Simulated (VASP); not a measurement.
Here is the system:

```xyz
3
Lattice="4.0022 -2.1851 0.0054 4.0022 2.1851 0.0054 -0.1324 0.0000 5.2942" Properties=species:S:1:pos:R:3 pbc="T T T"
Te     3.9360    -1.1058     2.6525
Se     3.0117     1.6454     4.4552
Se     4.8603     1.6454     0.8498
```

All values below come from r2SCAN meta-GGA, VASP's PBE PAW potentials (set 64) (plane waves; VASP). Run with 400 eV cut-off, 5×5×4 Γ-centred mesh, Gaussian smearing of 0.050 eV, potentials Te Se.

Estimate the energy per atom (σ→0).

```
Item                                 Value
---------------------  -------------------
energy per atom (σ→0)  -1738.8 kJ/mol-atom
```

Total energies compare only between runs with the same potentials, cut-off and functional.

The structure comes from a computed database's TeSe2 entry (C2); how it stands against other phases isn't given here. It was relaxed first. The start is the result of an earlier pass.
